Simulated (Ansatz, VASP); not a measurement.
**Cross-check of SiCCl2 (Cl-SiC-Cl chair, 1 layer) between VASP and Ansatz**

One calculation is typed for both programs; each brings its own data sets. How far apart do they land? The structure shown is the start of the Ansatz relaxation below; VASP solves that cell, so the two are compared at the walk's first step.

Program: Ansatz 0.2.0. Level of theory: plane waves, with VASP 6.6.1 beside it; single point at PBE. Results are calculated unless marked as measured.

## (1) The structure

The cell holds 4 atoms: 2 Cl, 1 C and 1 Si. Its edges and angles: a = 3.086 Å, b = 3.085 Å, c = 21.533 Å, α = 90.0°, β = 90.0°, γ = 120.0°. Vacuum lies along c.

## (2) Ansatz: relaxation, PBE

Ansatz runs on its default PAW (the set named soft_2) files.

The two programs are compared at the cell with which this relaxation starts, whose forces are those of its first step.

input.yaml

```yaml
crystal:
  lattice:
    - [3.0855, 0.0, 0.0]
    - [-1.54275, 2.6721213834, 0.0]
    - [0.0, 0.0, 21.5333333333]
  atoms:
    - { symbol: Cl, position: [0.6666666667, 0.3333333333, 0.3947368421] }
    - { symbol: C, position: [0.6666666667, 0.3333333333, 0.4773993808] }
    - { symbol: Si, position: [0.3333333333, 0.6666666667, 0.5063467492] }
    - { symbol: Cl, position: [0.3333333333, 0.6666666667, 0.6052631579] }
kpoints:
  mp_grid: { grid: [12, 12, 1] }
hamiltonian:
  xc: pbe
scf:
  occupations: { method: fermi_dirac, width: 0.05 }
  convergence: { dr2_threshold: 1.0e-08 }
efield:
  axis: 3
  dipole_correction: true
  ramp_position: 0.97
  ramp_width: 0.04
relax:
  f_tol: 0.01
  cell: { fix: [c, alpha, beta] }
output:
  write_potential: true
  write_density: true
  volumetric_format: npy
```

On the command line:

```sh
$ ansatz run input.yaml --threads 4 --pin off --max-ram 8192MiB --backend cpu --events-out ev --progress --plain --runs-dir out
```

Numbers of over 12 decimals in the logs are rounded to 6 here.

The program printed:

```text
Warning: relax.cell: scf.convergence.dr2_threshold = 1e-8 eV is looser than the 4e-10 eV advised for a relaxation that steers and ends on the stress (1e-10 eV for each atom of the cell: 4). What an SCF threshold leaves in a stress goes as its square root, and in the free energy as the threshold itself, and one threshold admits the most on a small cell: [figures from the program's tests cut] Set scf.convergence.dr2_threshold to 4e-10 eV or tighter. The threshold is an SCF's pass mark: one that does not reach it within its budget of iterations ends unconverged, or closes short of it on a stop that the run arms, and scf.convergence.dr2_threshold's page says what that costs each kind of run
Engine: ansatz 0.2.0, x86_64-unknown-linux-gnu
Pseudopotentials: kind: paw
Pseudopotential: Cl, paw, valence charge 7, recommended cutoff 420 eV (normal), Cl.paw.azcp
Pseudopotential: C, paw, valence charge 4, recommended cutoff 420 eV (normal), C.paw.azcp
Pseudopotential: Si, paw, valence charge 4, recommended cutoff 420 eV (normal), Si.paw.azcp
Functional definition: PBE
  parameter kappa = 0.804
  parameter beta = 0.066725
  exchange = pbe_x(kappa = kappa, mu = beta*pi^2/3)
  correlation = pbe_c(beta = beta)
Crystal: 4 atoms, lattice volume = 177.539 Å³
Basis set: ecut = 420 eV, 3443 PW (Γ), exchange–correlation on 48×48×288 points (8 copies of the dense FFT grid, shifted against one another)
Bands: 15, of which v1, the nominal top of the filled ones, is band 11 counted from 1 (10 counted from 0)
Symmetry: 6 space group operations
Space group: P3m1 (ITA 156), of the structure as read, at distance tolerance 5.6e-5 Å
k-points: 19 of 144 (time reversal used)
Non-local potential: Cl, projectors of the file, l = 0: 2, l = 1: 2, l = 2: 2
Non-local potential: C, projectors of the file, l = 0: 2, l = 1: 2, l = 2: 1
Non-local potential: Si, projectors of the file, l = 0: 2, l = 1: 2, l = 2: 2
PAW form: soft (Blöchl's): semilocal exchange-correlation on the pseudo side does not see the compensation charge
PAW one-centre angular grid: Cl, 110 points (default); XC on 64 Gauss nodes
PAW one-centre angular grid: C, 110 points (default); XC on 64 Gauss nodes
PAW one-centre angular grid: Si, 110 points (default); XC on 64 Gauss nodes
Initial density: superposition of atomic densities (neutral atoms: chi_scale 0, normalization atom), corrected by the library's trained network
Initial wavefunctions: pseudopotential atomic-orbital guess
Functional: x = pbe(κ = 0.804, μ = 0.219515), c = pbe(β = 0.066725)
SCF iter   1: F=—  HF=-3046.342536 eV  |F-HF|=—  |Δ(HF+E_count)|=         —  Δρ=2.67e-3  dr2=7.22e-2  ethr=1.77e-3  p=-0.036 e·Å  D=-3.66e-2 V/Å  ΔV_dip=0.79 eV  dr2_dipole=1.36e-2  V_vac-E_F(+/−)=4.94/4.15 eV  ⟨swp⟩=9.1  Hψ=2297  notcnv=0
efield: sawtooth ramp at fractional position 0.9700 (set: `efield.ramp_position`, or a place that a band, a saddle search or an elastic batch's reference lends), width 0.0400; the density the first Hamiltonian is built on has a dipole p = -0.036 e·Å; the dipole correction subtracts the counter field D = -3.66e-2 V/Å, which shifts the + side's vacuum level by +0.79 eV against the − side's; the planar-averaged density in the ramp window peaks in size at 3.4e-5 e/Å³
preconditioner: auto → none  [insulator: Δε(μ)=1.733 eV  Ē_g=11.568 eV  σ=0.050 eV  W_gap=1.00  n_scr=12 (ndim 8)  ℏωp=13.1 eV  f_vac=0.625  D(μ)=0.00/eV (n_scr^D=0)  ε∞_Penn≈2.3]
SCF iter   2: F=—  HF=-3046.391832 eV  |F-HF|=—  |Δ(HF+E_count)|=   4.93e-2  Δρ=5.31e-3  dr2=3.37e-1  ethr=3.28e-4  p=0.046 e·Å  D=4.67e-2 V/Å  ΔV_dip=-1.01 eV  dr2_dipole=1.26e-1  V_vac-E_F(+/−)=3.48/4.49 eV  ⟨swp⟩=4.3  Hψ=776  notcnv=0  recentre
SCF iter   3: F=—  HF=-3046.330157 eV  |F-HF|=—  |Δ(HF+E_count)|=   6.17e-2  Δρ=1.40e-3  dr2=9.50e-3  ethr=3.28e-4  p=-0.027 e·Å  D=-2.71e-2 V/Å  ΔV_dip=0.58 eV  dr2_dipole=9.75e-4  V_vac-E_F(+/−)=4.65/4.07 eV  ⟨swp⟩=3.9  Hψ=653  notcnv=0
SCF iter   4: F=—  HF=-3046.329700 eV  |F-HF|=—  |Δ(HF+E_count)|=   4.57e-4  Δρ=4.96e-4  dr2=1.05e-3  ethr=4.32e-5  p=-0.027 e·Å  D=-2.79e-2 V/Å  ΔV_dip=0.60 eV  dr2_dipole=1.58e-5  V_vac-E_F(+/−)=4.46/3.86 eV  ⟨swp⟩=2.8  Hψ=611  notcnv=0
SCF iter   5: F=—  HF=-3046.329790 eV  |F-HF|=—  |Δ(HF+E_count)|=   9.05e-5  Δρ=3.08e-4  dr2=3.17e-4  ethr=4.79e-6  p=-0.029 e·Å  D=-2.99e-2 V/Å  ΔV_dip=0.64 eV  dr2_dipole=8.97e-7  V_vac-E_F(+/−)=4.51/3.86 eV  ⟨swp⟩=2.2  Hψ=436  notcnv=0
SCF iter   6: F=—  HF=-3046.329824 eV  |F-HF|=—  |Δ(HF+E_count)|=   3.33e-5  Δρ=1.34e-4  dr2=2.78e-5  ethr=1.44e-6  p=-0.030 e·Å  D=-3.07e-2 V/Å  ΔV_dip=0.66 eV  dr2_dipole=3.90e-7  V_vac-E_F(+/−)=4.50/3.84 eV  ⟨swp⟩=2.4  Hψ=423  notcnv=0
[...]
SCF iter   2: F=—  HF=-3046.808655 eV  |F-HF|=—  |Δ(HF+E_count)|=   9.00e-6  Δρ=1.51e-4  dr2=1.22e-4  ethr=6.08e-7  p=-0.008 e·Å  D=-7.29e-3 V/Å  ΔV_dip=0.16 eV  dr2_dipole=3.09e-6  V_vac-E_F(+/−)=4.53/4.37 eV  ⟨swp⟩=2.0  Hψ=456  notcnv=0
SCF iter   3: F=—  HF=-3046.808630 eV  |F-HF|=—  |Δ(HF+E_count)|=   2.50e-5  Δρ=3.80e-5  dr2=6.46e-6  ethr=5.56e-7  p=-0.009 e·Å  D=-7.83e-3 V/Å  ΔV_dip=0.17 eV  dr2_dipole=1.11e-6  V_vac-E_F(+/−)=4.53/4.36 eV  ⟨swp⟩=2.1  Hψ=374  notcnv=0
[...]
preconditioner: auto → none  [insulator: Δε(μ)=2.235 eV  Ē_g=11.356 eV  σ=0.050 eV  W_gap=1.00  n_scr=12 (ndim 8)  ℏωp=12.3 eV  f_vac=0.635  D(μ)=0.00/eV (n_scr^D=0)  ε∞_Penn≈2.2]
SCF iter   2: F=—  HF=-3046.808820 eV  |F-HF|=—  |Δ(HF+E_count)|=   1.11e-4  Δρ=5.43e-6  dr2=1.63e-7  ethr=2.23e-10  p=-0.008 e·Å  D=-7.59e-3 V/Å  ΔV_dip=0.16 eV  dr2_dipole=1.31e-8  V_vac-E_F(+/−)=4.53/4.36 eV  ⟨swp⟩=4.0  Hψ=802  notcnv=0
SCF iter   3: F=—  HF=-3046.808820 eV  |F-HF|=—  |Δ(HF+E_count)|=   8.69e-7  Δρ=2.72e-6  dr2=1.26e-8  ethr=2.23e-10  p=-0.008 e·Å  D=-7.62e-3 V/Å  ΔV_dip=0.16 eV  dr2_dipole=2.11e-10  V_vac-E_F(+/−)=4.53/4.36 eV  ⟨swp⟩=2.0  Hψ=391  notcnv=0
iter 4 met the thresholds in force, and the SCF goes on: an eigenvalue changes by 8.86 meV, over its tolerance of 3.16 meV (output.eigenvalues, Limitations)
SCF iter   4: F=-3046.808823 eV  HF=-3046.808821 eV  |F-HF|=1.84e-6  |Δ(HF+E_count)|=   9.86e-7  Δρ=1.89e-6  dr2=8.20e-9  ethr=4.55e-11  p=-0.008 e·Å  D=-7.61e-3 V/Å  ΔV_dip=0.16 eV  dr2_dipole=1.90e-9  V_vac-E_F(+/−)=4.53/4.36 eV  ⟨swp⟩=11.9  Hψ=2235  notcnv=0
iter 5 met the thresholds in force, and the SCF goes on: an eigenvalue changes by 5.12 meV, over its tolerance of 3.16 meV (output.eigenvalues, Limitations)
SCF iter   5: F=-3046.808823 eV  HF=-3046.808822 eV  |F-HF|=8.25e-7  |Δ(HF+E_count)|=   1.02e-6  Δρ=8.98e-7  dr2=1.57e-9  ethr=3.73e-11  p=-0.008 e·Å  D=-7.62e-3 V/Å  ΔV_dip=0.16 eV  dr2_dipole=2.20e-10  V_vac-E_F(+/−)=4.53/4.36 eV  ⟨swp⟩=7.6  Hψ=2006  notcnv=0
Mixer restart at iter 5: flushing history
SCF iter   6: F=-3046.808823 eV  HF=-3046.808823 eV  |F-HF|=3.44e-8  |Δ(HF+E_count)|=   8.32e-7  Δρ=1.60e-6  dr2=2.90e-8  ethr=7.15e-12  p=-0.008 e·Å  D=-7.60e-3 V/Å  ΔV_dip=0.16 eV  dr2_dipole=7.06e-9  V_vac-E_F(+/−)=4.53/4.36 eV  ⟨swp⟩=3.0  Hψ=559  notcnv=0  κ⁻¹=1.0e0(r=1)
SCF iter   7: F=-3046.808823 eV  HF=-3046.808823 eV  |F-HF|=6.85e-10  |Δ(HF+E_count)|=   5.64e-9  Δρ=2.63e-7  dr2=6.35e-10  ethr=7.15e-12  p=-0.008 e·Å  D=-7.62e-3 V/Å  ΔV_dip=0.16 eV  dr2_dipole=1.18e-10  V_vac-E_F(+/−)=4.53/4.36 eV  ⟨swp⟩=7.2  Hψ=1956  notcnv=0
SCF 9 converged in 7 iterations: F = -3046.808823 eV  dr2 = 6.35e-10
relax step   9: F+E_penalty+E_count = -3046.80882328 eV  Δ(F+E_penalty+E_count) = -9.053e-5 eV  max|allowed force component| = 3.370e-3 eV/Å  Δτ_max = 0.0000 Å  P = +0.003 GPa  Ω = 200.141 Å³  fix = [c, alpha, beta]  reactions: c +0.003 GPa  stress off target by 2.67e-3 GPa on what of the cell is left free  SCF on the basis re-selected at this cell (its energy is not comparable with the rows above)  (7 SCF iters)
basis re-selected at this cell: Δ(F+E_penalty+E_count) = -9.053e-5 eV, ΔP = +0.000 GPa vs the last step (what re-selecting the basis moved, of the pressure what is left beyond the Pulay correction that the steps carried, after the strain that the cell walked since its last selection, with what the two solves' SCF thresholds leave and, on support functions, any second-order correction that the steps lacked; it is no m [...]
SCF converged after 7 iterations
an eigenvalue changed by more than its tolerance at an iteration that met the thresholds in force, so the SCF went on 2 times, its first undamped step at iteration 5: the last check found none over its tolerance
Free energy (F): -3046.808823 eV
Harris-Foulkes:  -3046.808823 eV  (|F-HF|=6.85e-10)
Internal energy: -3046.808823 eV  (E = F + TS)
E sigma→0 (E₀):  -3046.808823 eV
Fermi energy:    -0.669964 eV
Dipole field:    D = -0.007606 V/Å  (p = -0.008412 e·Å, saw-weighted, corrected)
Work function:   Φ+ = 4.5260 eV   Φ− = 4.3622 eV
Levels:          The Fermi level and band energies are counted from a zero that moves with the ramp; work functions are not
--- Per-component energies (eV) ---
  E_band       = -186.919624
  E_kinetic    = 452.600805
  E_local      = -8926.472721  (includes V_loc(G=0)·N_el)
  E_nonlocal   = 108.120981
  E_hartree    = 4265.512916
  E_xc         = -317.352316
  E_vxc        = -350.255620  (∫ρ·V_xc dr)
  E_paw        = -1929.796764  (= ΣΔE_a)
  E_vpaw       = -1.962156  (= ΣTr[D̂ρ^β])
  E_aug_tail   = 0.000193  (compensation charges beyond the density's cutoff)
  E_efield     = 0.000032  (sawtooth field / dipole correction)
  E_vefield    = 0.023856  (∫n·V_field dr)
  E_ewald      = 3300.578051
  E_smearing   = -0.000000  (= −TS)
  E_closure    = -0.000000  (closes the sum)
  Σ components = -3046.808823   (vs F -3046.808823, Δ=0.00e0)
--- Forces (eV/Å), atoms counted from 1 ---
  atom   1  Cl     0.00000000    -0.00000000     0.00085109
  atom   2  C     -0.00000000     0.00000000    -0.00337277
  atom   3  Si     0.00000000    -0.00000000     0.00064000
  atom   4  Cl     0.00000000     0.00000000     0.00187232
  max |Σ_I F_I| component: 9.35e-6 eV/Å
--- Stress (GPa, compression-positive) ---
        0.002673      -0.000000      -0.000000
        0.000000       0.002673      -0.000000
        0.000000      -0.000000       0.002934
  P = ⅓ Tr σ = 0.0028 GPa (0.028 kbar)
--- Band table (eV; the first three rows and the last of 19) ---
  k-point 0: bands = [... 7 lower, -3.0917, -3.0917, -1.8130, -1.8130, 0.4216, 1.2776, 3.2124, 3.7942]
  k-point 1: bands = [... 7 lower, -3.3561, -3.1430, -2.1244, -1.8747, 0.6562, 1.5417, 3.2717, 3.6074]
  k-point 2: bands = [... 7 lower, -3.9894, -3.2813, -2.8568, -2.0338, 0.9708, 1.9214, 3.4087, 3.7346]
  k-point 18: bands = [... 7 lower, -5.5761, -4.9896, -4.3330, -4.2215, 2.1697, 3.2826, 3.6401, 5.1020]
--- Relaxed structure (7 steps of the walk, 7 accepted, 2 SCFs on fresh bases) ---
  F+E_penalty+E_count = -3046.80882328 eV   max|allowed force component| = 3.370e-3 eV/Å   (the final SCF, on the basis selected at the relaxed cell)
  cell:  # Å, volume = 200.1407 Å³
    - [3.276022, 0, 0]
    - [-1.638011, 2.837118, 0]
    - [0, 0, 21.5333333333]
  atoms:
    - { symbol: Cl, position: [0.666667, 0.333333, 0.395525] }
    - { symbol: C, position: [0.666667, 0.333333, 0.480774] }
    - { symbol: Si, position: [0.333333, 0.666667, 0.506210] }
    - { symbol: Cl, position: [0.333333, 0.666667, 0.601237] }
```

## (3) VASP: single point, PBE, start cell

The same cell, functional, mesh and smearing now go to VASP, with its own data sets.

Lines of VASP's logs that name or quote its potential files are left out, and so is its time.

INCAR

```
SYSTEM = SiCCl2
PREC = Accurate
ENCUT = 520
EDIFF = 1E-06
NELM = 120
ISMEAR = -1
SIGMA = 0.05
LREAL = .FALSE.
ALGO = Normal
GGA = PE
NBANDS = 17
LORBIT = 11
LWAVE = .FALSE.
LCHARG = .FALSE.
ISIF = 2
LDIPOL = .TRUE.
IDIPOL = 3
DIPOL = 0.5 0.5 0.495
LVHAR = .TRUE.
LASPH = .TRUE.
GGA_COMPAT = .FALSE.
EFERMI = MIDGAP
NELMDL = -8
```

POSCAR

```
SiCCl2
1.0
    3.0855000000      0.0000000000      0.0000000000
   -1.5427500000      2.6721210000      0.0000000000
    0.0000000000      0.0000000000     21.5333330000
Cl C Si
2 1 1
Direct
    0.6666666667      0.3333333333      0.3947368482
    0.3333333333      0.6666666667      0.6052631518
    0.6666666667      0.3333333333      0.4773993882
    0.3333333333      0.6666666667      0.5063467416
```

KPOINTS

```
Automatic mesh
0
Gamma
12 12 1
0 0 0
```

Potentials, in the order of the species: Cl, C and Si (PBE family, release 64).

On the command line:

```sh
$ mpirun -np 1 vasp_std
```

The program printed:

```text
[banner, memory and clock lines left out]
running    1 mpi-ranks, on    1 nodes
 distrk:  each k-point on    1 cores,    1 groups
 distr:  one band on    1 cores,    1 groups

 POSCAR found type information on POSCAR ClC Si
 POSCAR found :  3 types and       4 ions
 LDA part: xc-table for (Slater+PW92), standard interpolation
 POSCAR, INCAR and KPOINTS ok, starting setup
 FFT: planning ... GRIDC
 FFT: planning ... GRID_SOFT
 FFT: planning ... GRID
 WAVECAR not read
 entering main loop
       N       E                     dE             d eps       ncg     rms          rms(c)
DAV:   1     0.171518801862E+03    0.17152E+03   -0.84445E+03   646   0.993E+02
DAV:   2     0.163409072162E+01   -0.16988E+03   -0.16370E+03   918   0.198E+02
DAV:   3    -0.199626773408E+02   -0.21597E+02   -0.21294E+02   800   0.823E+01
DAV:   4    -0.204529044356E+02   -0.49023E+00   -0.48903E+00   977   0.149E+01
DAV:   5    -0.204650756490E+02   -0.12171E-01   -0.12165E-01   899   0.227E+00
DAV:   6    -0.204655815075E+02   -0.50586E-03   -0.50580E-03  1012   0.449E-01
DAV:   7    -0.204655985780E+02   -0.17070E-04   -0.17070E-04   956   0.712E-02
DAV:   8    -0.204655992679E+02   -0.68983E-06   -0.68986E-06   932   0.135E-02    0.154E+01
DAV:   9    -0.190090906259E+02    0.14565E+01   -0.26068E+00   830   0.117E+01    0.801E+00
DAV:  10    -0.189552905204E+02    0.53800E-01   -0.11464E+00   961   0.632E+00    0.266E+00
DAV:  11    -0.189334561457E+02    0.21834E-01   -0.92935E-02   929   0.199E+00    0.522E-01
DAV:  12    -0.189316678294E+02    0.17883E-02   -0.11512E-02   980   0.817E-01    0.323E-01
DAV:  13    -0.189312327159E+02    0.43511E-03   -0.20356E-03   980   0.293E-01    0.144E-01
DAV:  14    -0.189309349824E+02    0.29773E-03   -0.27372E-04   940   0.108E-01    0.389E-02
[...]
DAV:  19    -0.189318443818E+02   -0.36060E-04   -0.53977E-07   755   0.519E-03    0.295E-03
DAV:  20    -0.189319016041E+02   -0.57222E-04   -0.12413E-06   735   0.543E-03    0.145E-03
DAV:  21    -0.189319161652E+02   -0.14561E-04   -0.29402E-07   724   0.258E-03    0.698E-04
DAV:  22    -0.189319237346E+02   -0.75695E-05   -0.38964E-07   699   0.237E-03    0.792E-04
DAV:  23    -0.189319277550E+02   -0.40204E-05   -0.11190E-07   708   0.134E-03    0.344E-04
DAV:  24    -0.189319308788E+02   -0.31238E-05   -0.76568E-08   752   0.114E-03    0.501E-04
DAV:  25    -0.189319325110E+02   -0.16322E-05   -0.22528E-08   720   0.700E-04    0.115E-04
DAV:  26    -0.189319331537E+02   -0.64272E-06   -0.80993E-09   739   0.364E-04
   1 F= -.18931933E+02 E0= -.18931933E+02  d E =-.232850E-08
```

(Part 1 of 2 ends here.)

[Lines on the potential files, build, host, timing and source positions are cut from VASP's logs without a mark.]

[Logs are printed without paths, hosts, clocks, repeated set-up lines and the standing remarks that a program may print on its own settings, such as how far it seeks lower states.]

[Hosts, paths, dates, database ids (printed as entryN), source tags and the programs' standing remarks are cut or masked in the printed files.]
